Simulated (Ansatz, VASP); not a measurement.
# Cross-check of AlGaAs2 between VASP and Ansatz, part 2 of 2

Aim: how closely do two programs agree when they are given the same cell, functional and k mesh? The cell is generated by rule, not measured, and may not be a known phase. The cell is taken from a series of runs on this material, whose earlier steps may have relaxed, scaled, displaced or heated it; both programs get it as it stands.

VASP 6.6.1 and Ansatz 0.2.0.

So far: The structure; Ansatz: relaxation of cell and atoms, PBEsol, pair 1.

## 3. VASP: relaxation of cell and atoms, PBEsol, pair 1

Level of this step: PBEsol; plane waves and PAW (Al, As, Ga_d); invented cell (VASP).

The same cell, functional, mesh and smearing now go to VASP, with its own data sets.

Lines of VASP's logs that name or quote its potential files are left out, and so is its time.

Input file INCAR:

```
SYSTEM = AlGaAs2
PREC = Accurate
ENCUT = 500
EDIFF = 1E-07
NELM = 120
ISMEAR = 0
SIGMA = 0.02
LREAL = .FALSE.
ALGO = Normal
GGA = PS
NBANDS = 34
LORBIT = 11
LWAVE = .FALSE.
LCHARG = .FALSE.
ISIF = 3
IBRION = 2
NSW = 80
EDIFFG = -0.005
LASPH = .TRUE.
GGA_COMPAT = .FALSE.
NELMIN = 4
EFERMI = MIDGAP
KPAR = 2
```

Input file POSCAR:

```
AlGaAs2
1.0
    2.8275000000      2.8275000000      0.0000000000
   -2.8275000000      2.8275000000      0.0000000000
    0.0000000000      0.0000000000     11.3100000000
Al As Ga
2 4 2
Direct
    0.0000000000      0.0000000000      0.0000000000
    0.5000000000      0.5000000000      0.2500000000
    0.5000000000      0.0000000000      0.1250000000
    0.0000000000      0.5000000000      0.3750000000
    0.5000000000      0.0000000000      0.6250000000
    0.0000000000      0.5000000000      0.8750000000
    0.0000000000      0.0000000000      0.5000000000
    0.5000000000      0.5000000000      0.7500000000
```

Input file KPOINTS:

```
Automatic mesh
0
Gamma
6 6 2
0 0 0
```

PAW data sets: Al, As and Ga_d (PBE family, release 64).

Launch:

```sh
$ mpirun -np 2 vasp_std
```

Numbers of over 12 decimals in the logs are rounded to 6 here.

Log:

```text
[banner, memory and clock lines left out]
running    2 mpi-ranks, on    1 nodes
 distrk:  each k-point on    1 cores,    2 groups
 distr:  one band on    1 cores,    1 groups

 POSCAR found type information on POSCAR AlAsGa
 POSCAR found :  3 types and       8 ions
|                                                                             |
|               ----> ADVICE to this user running VASP <----                  |
|                                                                             |
|     You enforced a specific xc type in the INCAR file but a different       |
|     [... a line on the potential file left out ...]
|     I HOPE YOU KNOW WHAT YOU ARE DOING!                                     |
|                                                                             |

 LDA part: xc-table for (Slater+PW92), standard interpolation
 POSCAR, INCAR and KPOINTS ok, starting setup
 FFT: planning ... GRIDC
 FFT: planning ... GRID_SOFT
 FFT: planning ... GRID
 WAVECAR not read
 entering main loop
       N       E                     dE             d eps       ncg     rms          rms(c)
DAV:   1     0.355464051688E+03    0.35546E+03   -0.21592E+04  1402   0.168E+03
DAV:   2     0.136654181474E+02   -0.34180E+03   -0.32760E+03  1512   0.414E+02
DAV:   3    -0.365772617345E+02   -0.50243E+02   -0.48554E+02  1614   0.130E+02
DAV:   4    -0.391306442438E+02   -0.25534E+01   -0.25336E+01  1670   0.296E+01
DAV:   5    -0.392098649569E+02   -0.79221E-01   -0.79037E-01  1882   0.498E+00    0.624E+00
DAV:   6    -0.384250475139E+02    0.78482E+00   -0.12013E+00  1974   0.120E+01    0.351E+00
DAV:   7    -0.382719848542E+02    0.15306E+00   -0.74824E-01  1642   0.381E+00    0.108E+00
DAV:   8    -0.382663711930E+02    0.56137E-02   -0.97254E-02  1780   0.333E+00    0.222E-01
DAV:   9    -0.382662021199E+02    0.16907E-03   -0.94867E-03  1860   0.134E+00    0.726E-02
DAV:  10    -0.382663469238E+02   -0.14480E-03   -0.10476E-03  1652   0.266E-01    0.360E-02
DAV:  11    -0.382664340481E+02   -0.87124E-04   -0.16198E-04  1710   0.733E-02    0.125E-02
DAV:  12    -0.382664362301E+02   -0.21820E-05   -0.70764E-06  1898   0.139E-02    0.584E-03
DAV:  13    -0.382664373385E+02   -0.11083E-05   -0.30932E-06  1484   0.941E-03    0.160E-03
DAV:  14    -0.382664375116E+02   -0.17315E-06   -0.41809E-07  1666   0.331E-03    0.118E-03
DAV:  15    -0.382664375675E+02   -0.55865E-07   -0.61232E-08   928   0.137E-03
   1 F= -.38266438E+02 E0= -.38266438E+02  d E =-.382664E+02
[...]
2 F= -.38269644E+02 E0= -.38269644E+02  d E =-.320635E-02
[...]
3 F= -.38270373E+02 E0= -.38270373E+02  d E =-.393579E-02
[...]
4 F= -.38270372E+02 E0= -.38270372E+02  d E =-.393427E-02
[...]
5 F= -.38270556E+02 E0= -.38270556E+02  d E =-.184473E-03
[...]
6 F= -.38270703E+02 E0= -.38270703E+02  d E =-.330970E-03
[...]
7 F= -.38270709E+02 E0= -.38270709E+02  d E =-.337202E-03
 curvature:  -1.42 expect dE=-0.736E-04 dE for cont linesearch -0.119E-08
 trial: gam= 0.20138 g(F)=  0.442E-04 g(S)=  0.758E-05 ort = 0.441E-06 (trialstep = 0.132E+01)
 search vector abs. value=  0.614E-04
 bond charge predicted
       N       E                     dE             d eps       ncg     rms          rms(c)
DAV:   1    -0.382707804985E+02   -0.71458E-04   -0.29223E-03  1504   0.386E-01    0.411E-02
DAV:   2    -0.382707561349E+02    0.24364E-04   -0.25573E-04  1778   0.155E-01    0.195E-02
DAV:   3    -0.382707458761E+02    0.10259E-04   -0.23026E-05  1992   0.455E-02    0.573E-03
DAV:   4    -0.382707446872E+02    0.11889E-05   -0.49131E-06  1594   0.161E-02    0.219E-03
DAV:   5    -0.382707444421E+02    0.24511E-06   -0.12676E-07   952   0.336E-03    0.994E-04
DAV:   6    -0.382707444059E+02    0.36172E-07   -0.11351E-07   862   0.262E-03
   8 F= -.38270744E+02 E0= -.38270744E+02  d E =-.353657E-04
 trial-energy change:   -0.000035  1 .order   -0.000037   -0.000068   -0.000005
 step:   1.4347(harm=  1.4197)  dis= 0.00166  next Energy=   -38.270745 (dE=-0.356E-04)
 reached required accuracy - stopping structural energy minimisation
```

From OUTCAR (step 3):

```text
ion  position               nearest neighbor table
   1  0.000  0.000  0.000-   3 2.45   6 2.45   6 2.45   3 2.45
   2  0.500  0.500  0.250-   3 2.45   4 2.45   3 2.45   4 2.45
   3  0.500  0.000  0.125-   1 2.45   2 2.45   2 2.45   1 2.45
   4  0.000  0.500  0.375-   2 2.45   7 2.45   7 2.45   2 2.45
   5  0.500  0.000  0.625-   7 2.45   8 2.45   8 2.45   7 2.45
   6  0.000  0.500  0.875-   1 2.45   8 2.45   1 2.45   8 2.45
   7  0.000  0.000  0.500-   4 2.45   5 2.45   4 2.45   5 2.45
   8  0.500  0.500  0.750-   5 2.45   6 2.45   5 2.45   6 2.45

  LATTYP: Found a simple tetragonal cell.
 ALAT       =     3.9986888476
 C/A-ratio  =     2.8284271247

 Subroutine GETGRP returns: Found  8 space group operations
 (whereof  4 operations were pure point group operations)

The static configuration has the point symmetry C_2v.
 The point group associated with its full space group is D_2d.

 Found     20 irreducible k-points:

   k-points           NKPTS =     20   k-points in BZ     NKDIM =     20   number of bands    NBANDS=     34

   dimension x,y,z NGX =    30 NGY =   30 NGZ =   84
   dimension x,y,z NGXF=    60 NGYF=   60 NGZF=  168

   ENCUT  =  500.0 eV  36.75 Ry    6.06 a.u.   7.29  7.29 20.62*2*pi/ulx,y,z

   NELECT =      52.0000    total number of electrons

 k-points in reciprocal lattice and weights: Automatic mesh
   0.00000000  0.00000000  0.00000000       0.014
   0.16666667  0.00000000  0.00000000       0.056
   0.33333333  0.00000000  0.00000000       0.056
   0.50000000  0.00000000  0.00000000       0.028
   0.16666667  0.16666667  0.00000000       0.056
   0.33333333  0.16666667  0.00000000       0.111
   0.50000000  0.16666667  0.00000000       0.056
   0.33333333  0.33333333  0.00000000       0.056
   0.50000000  0.33333333  0.00000000       0.056
[...]
0.50000000  0.33333333  0.50000000       0.056
   0.50000000  0.50000000  0.50000000       0.014

 average (electrostatic) potential at core
       1 -76.2275       2 -76.2275       3 -49.7321       4 -49.8760       5 -50.0481
       6 -49.8760       7 -66.0853       8 -66.0853

 E-fermi :   4.2641

 k-point     1 :       0.0000    0.0000    0.0000
  band No.  band energies     occupation
    ...
     22       2.2104      2.00000
     23       2.2104      2.00000
     24       3.7317      2.00000
     25       3.7317      2.00000
     26       3.7359      2.00000
     27       4.7922      0.00000
     28       5.0583      0.00000
     29       5.5173      0.00000
     30       6.0008      0.00000
     31       6.0143      0.00000
    ...

 k-point     2 :       0.1667    0.0000    0.0000
  band No.  band energies     occupation
    ...
     22       2.2102      2.00000
     23       2.3079      2.00000
     24       2.3275      2.00000
     25       3.1486      2.00000
     26       3.6421      2.00000
     27       5.4419      0.00000
     28       5.9218      0.00000
     29       6.3939      0.00000
     30       6.6066      0.00000
     31       7.0268      0.00000
    ...

 k-point     3 :       0.3333    0.0000    0.0000
  band No.  band energies     occupation
    ...
     22       2.4223      2.00000
     23       2.4315      2.00000
     24       2.5710      2.00000
     25       2.5914      2.00000
     26       3.2948      2.00000
     27       5.7051      0.00000
     28       5.7782      0.00000
     29       6.1413      0.00000
     30       6.8777      0.00000
     31       8.0402      0.00000
    ...

  Total       -0.0251792     -0.0251792      0.0059378     -0.0000000      0.0000000      0.0000000
  in kB       -0.2209375     -0.2209375      0.0521022     -0.0000000      0.0000000      0.0000000
  external PRESSURE =      -0.1299242 kB  Pullay stress =       0.0000000 kB

  energy-cutoff  :      500.00
  volume of cell :      182.59
      direct lattice vectors                 reciprocal lattice vectors
     2.840411148  2.840411148  0.000000000     0.176030854  0.176030854  0.000000000
    -2.840411148  2.840411148  0.000000000    -0.176030854  0.176030854  0.000000000
     0.000000000  0.000000000 11.315941636     0.000000000  0.000000000  0.088370905

 POSITION                                       TOTAL-FORCE (eV/Angst)
 -----------------------------------------------------------------------------------
     -2.84041      2.84041     11.31212         0.000000     -0.000000     -0.004774
      0.00000      2.84041      2.83280         0.000000     -0.000000      0.004774
      1.42021      1.42021      1.41449         0.000000     -0.000000      0.000000
     -1.42021      1.42021      4.24754         0.000000     -0.000000      0.003673
      1.42021      1.42021      7.07246         0.000000     -0.000000      0.000000
     -1.42021      1.42021      9.89739         0.000000     -0.000000     -0.003673
      0.00000      0.00000      5.66246        -0.000000      0.000000      0.003499
      0.00000      2.84041      8.48246         0.000000     -0.000000     -0.003499
 -----------------------------------------------------------------------------------
    total drift:                               -0.000000      0.000000      0.000000

  FREE ENERGIE OF THE ION-ELECTRON SYSTEM (eV)
  ---------------------------------------------------
  free  energy   TOTEN  =       -38.2707444059 eV

  energy  without entropy=      -38.2707444059  energy(sigma->0) =      -38.27074441

 reached required accuracy - stopping structural energy minimisation

 total charge
# of ion       s       p       d       tot
------------------------------------------
    1        0.404   0.366   0.000   0.770
    2        0.404   0.366   0.000   0.770
    3        1.198   1.674   0.024   2.896
    4        1.204   1.632   0.027   2.863
    5        1.211   1.587   0.031   2.829
    6        1.204   1.632   0.027   2.863
    7        0.880   0.792   9.993  11.665
    8        0.880   0.792   9.993  11.665
--------------------------------------------------
tot          7.383   8.842  20.096  36.321

[... 3 further parts left out ...]
```

The run keeps the 8 symmetry operations of its start, so it cannot find a distortion of lower symmetry.

## 4. Side by side

Known differences besides the potentials themselves: the data sets hold 92 valence electrons in Ansatz (on its default PAW (the set named soft_2) files) and 52 in VASP; the cutoff is 420 eV in Ansatz and 500 eV in VASP; Ansatz makes its cores anew for this functional, VASP keeps those of its PBE data sets; Ansatz adds a Pulay correction to the stress that steers its cell, VASP none. Total energies have different zeros and are not compared.

Both answers:

```tsv
quantity	Ansatz	VASP	difference
volume (Å³)	182.03	182.59	-0.31 %
edge a after relaxation, in the typed setting (Å)	4.012	4.017	-0.12 %
edge c after relaxation, in the typed setting (Å)	11.308	11.316	-0.07 %
```

## 5. VASP: relaxation of cell and atoms, PBEsol, pair 2

The relaxed volume is the usual yardstick between codes: in a stiff, nearly cubic crystal its relative difference is about their pressure difference at one cell divided by the bulk modulus.

Changes to INCAR since step 3:

```diff
@@ -6,3 +6,3 @@
 ISMEAR = 0
-SIGMA = 0.02
+SIGMA = 0.01
 LREAL = .FALSE.
```

Input file POSCAR:

```
AlGaAs2
1.0
    2.8370000000      2.8370000000      0.0000000000
   -2.8370000000      2.8370000000      0.0000000000
    0.0000000000      0.0000000000     11.3082200000
Al As Ga
2 4 2
Direct
    0.0000000000      0.0000000000      0.9996725391
    0.5000000000      0.5000000000      0.2503274609
    0.5000000000      0.0000000000      0.1249999558
    0.0000000000      0.5000000000      0.3752975269
    0.5000000000      0.0000000000      0.6249999558
    0.0000000000      0.5000000000      0.8747024731
    0.0000000000      0.0000000000      0.5003785742
    0.5000000000      0.5000000000      0.7496214258
```

Input file KPOINTS:

```
Automatic mesh
0
Gamma
8 8 2
0 0 0
```

Launch:

```sh
$ mpirun -np 2 vasp_std
```

Log:

```text
[banner, memory and clock lines left out]
running    2 mpi-ranks, on    1 nodes
[...]
[... a notice as in an earlier step ...]

 LDA part: xc-table for (Slater+PW92), standard interpolation
 POSCAR, INCAR and KPOINTS ok, starting setup
[...]
entering main loop
       N       E                     dE             d eps       ncg     rms          rms(c)
DAV:   1     0.361474613604E+03    0.36147E+03   -0.21660E+04  2088   0.168E+03
DAV:   2     0.144562276183E+02   -0.34702E+03   -0.33295E+03  2240   0.418E+02
DAV:   3    -0.366049432712E+02   -0.51061E+02   -0.49280E+02  2440   0.130E+02
DAV:   4    -0.391408940983E+02   -0.25360E+01   -0.25191E+01  2470   0.296E+01
[...]
DAV:  13    -0.382917258957E+02   -0.10137E-05   -0.33501E-06  2398   0.115E-02    0.143E-03
DAV:  14    -0.382917260389E+02   -0.14315E-06   -0.48937E-07  2488   0.347E-03    0.125E-03
DAV:  15    -0.382917260956E+02   -0.56744E-07   -0.59278E-08  1374   0.152E-03
   1 F= -.38291726E+02 E0= -.38291726E+02  d E =-.382917E+02
[... from here on, the cycles between the ionic steps are left out ...]
   2 F= -.38292085E+02 E0= -.38292085E+02  d E =-.358604E-03
   3 F= -.38292139E+02 E0= -.38292139E+02  d E =-.413172E-03
   4 F= -.38292139E+02 E0= -.38292139E+02  d E =-.412580E-03
   5 F= -.38292188E+02 E0= -.38292188E+02  d E =-.491506E-04
   6 F= -.38292216E+02 E0= -.38292216E+02  d E =-.773543E-04
[...]
reached required accuracy - stopping structural energy minimisation
```

OUTCAR, selected parts (step 5):

```text
  Total       -0.0103512     -0.0103512     -0.0144995     -0.0000000      0.0000000      0.0000000
  in kB       -0.0908264     -0.0908264     -0.1272264     -0.0000000      0.0000000      0.0000000
  external PRESSURE =      -0.1029597 kB  Pullay stress =       0.0000000 kB

 POSITION                                       TOTAL-FORCE (eV/Angst)
 -----------------------------------------------------------------------------------
     -0.00000      0.00000     11.33438         0.000000      0.000000     -0.003823
      0.00000      2.83760      2.83871         0.000000      0.000000      0.003823
      1.41880      1.41880      1.41731         0.000000      0.000000     -0.000000
     -1.41880      1.41880      4.25669         0.000000      0.000000      0.001006
      1.41880      1.41880      7.08654         0.000000      0.000000     -0.000000
     -1.41880      1.41880      9.91640         0.000000      0.000000     -0.001006
      0.00000      0.00000      5.67391        -0.000000     -0.000000      0.003740
      0.00000      2.83760      8.49917        -0.000000     -0.000000     -0.003740
 -----------------------------------------------------------------------------------
    total drift:                               -0.000000      0.000000      0.000183

  FREE ENERGIE OF THE ION-ELECTRON SYSTEM (eV)
  ---------------------------------------------------
  free  energy   TOTEN  =       -38.2922160296 eV

  energy  without entropy=      -38.2922160296  energy(sigma->0) =      -38.29221603

[... 1 part as in an earlier step ...]

[... 3 further parts left out ...]
[key lines of the parts left out:]
E-fermi :   4.2636
```

## 6. Ansatz: relaxation of cell and atoms, PBEsol, pair 2

The same cell, functional and mesh now go to Ansatz, which takes its cutoff from its data sets.

The cell is taken from a series of runs on this material, whose earlier steps may have relaxed, scaled, displaced or heated it; both programs get it as it stands.

Input file input.yaml:

```yaml
crystal:
  lattice:
    - [2.8369998461, 2.8369998461, 0.0]
    - [-2.8369998461, 2.8369998461, 0.0]
    - [0.0, 0.0, 11.3082196826]
  atoms:
    - { symbol: Al, position: [0.0, 0.0, -0.0003274305] }
    - { symbol: Al, position: [0.5, 0.5, 0.2503274305] }
    - { symbol: As, position: [0.5, 0.0, 0.125] }
    - { symbol: As, position: [1.0, 0.5, 0.3752974949] }
    - { symbol: As, position: [0.5, 0.0, 0.625] }
    - { symbol: As, position: [1.0, 0.5, 0.8747025051] }
    - { symbol: Ga, position: [0.0, 0.0, 0.5003785766] }
    - { symbol: Ga, position: [0.5, 0.5, 0.7496214234] }
kpoints:
  mp_grid: { grid: [8, 8, 2] }
hamiltonian:
  xc: pbesol
scf:
  occupations: { method: fixed }
output:
  forces: true
  stress: true
  eigenvalues: true
relax:
  adjacent_minimum: "off"
  f_tol: 0.001
  max_steps: 60
  cell: { stress_tol: 0.01 }
```

Launch:

```sh
$ ansatz run input.yaml --threads 8 --pin off --max-ram 14336MiB --backend cpu --events-out ev --progress --plain --runs-dir out
```

Log:

```text
[...]
Crystal: 8 atoms, lattice volume = 182.030 Å³
Basis set: ecut = 420 eV, 3549 PW (Γ), exchange–correlation on 54×54×160 points (8 copies of the dense FFT grid, shifted against one another)
Bands: 56, of which v1, the nominal top of the filled ones, is band 46 counted from 1 (45 counted from 0)
Symmetry: 8 space group operations
[...]
k-points: 30 of 128
[...]
- [-2.834636, 2.834636, 0]
    - [0, 0, 11.326209]
  atoms:
    - { symbol: Al, position: [0, 0, -0.000357357] }
    - { symbol: Al, position: [0.500000, 0.500000, 0.250357] }
    - { symbol: As, position: [0.500000, 0, 0.125] }
    - { symbol: As, position: [1.0, 0.5, 0.375365] }
    - { symbol: As, position: [0.500000, 0, 0.625] }
    - { symbol: As, position: [1.0, 0.5, 0.874635] }
    - { symbol: Ga, position: [0, 0, 0.500407] }
    - { symbol: Ga, position: [0.500000, 0.500000, 0.749593] }
[key lines of the parts left out:]
SCF converged after 6 iterations
Free energy (F): -27790.582516 eV
Fermi energy:    7.101172 eV
P = ⅓ Tr σ = -0.0002 GPa (-0.002 kbar)
```

## 7. Side by side

What differs besides the data sets and the points named for the pairs above, as far as they apply: fixed occupations in Ansatz, narrow Gaussian smearing in VASP; the data sets hold 92 valence electrons in Ansatz (on its default PAW (the set named soft_2) files) and 52 in VASP. Total energies have different zeros and are not compared.

The two programs side by side:

```tsv
quantity	Ansatz	VASP	difference
volume (Å³)	182.02	182.59	-0.32 %
edge a after relaxation, in the typed setting (Å)	4.009	4.013	-0.10 %
edge c after relaxation, in the typed setting (Å)	11.326	11.338	-0.11 %
```

## 8. Results

```yaml
difference_in_volume_relaxation_of_cell_and_atoms_pbesol_pair_1: -0.31 %
difference_in_volume_relaxation_of_cell_and_atoms_pbesol_pair_2: -0.32 %
```

What this shows: The difference in volume is -0.32 % (relaxation of cell and atoms, PBEsol, pair 2), within the 1.2 % picked in this series as the mark of a large difference, as far as the stopping tolerances let one tell. The data sets hold unlike numbers of valence electrons (92 in Ansatz and 52 in VASP), so part of the differences comes from the potentials. Such differences can come from data sets, numerical settings and the points named under the comparisons, not from the functional's error against experiment.

[Lines on the potential files, build, host, timing and source positions are cut from VASP's logs without a mark.]

[Logs are printed without paths, hosts, clocks, repeated set-up lines and the standing remarks that a program may print on its own settings, such as how far it seeks lower states.]

[Hosts, paths, dates, database ids (printed as entryN), source tags and the programs' standing remarks are cut or masked in the printed files.]
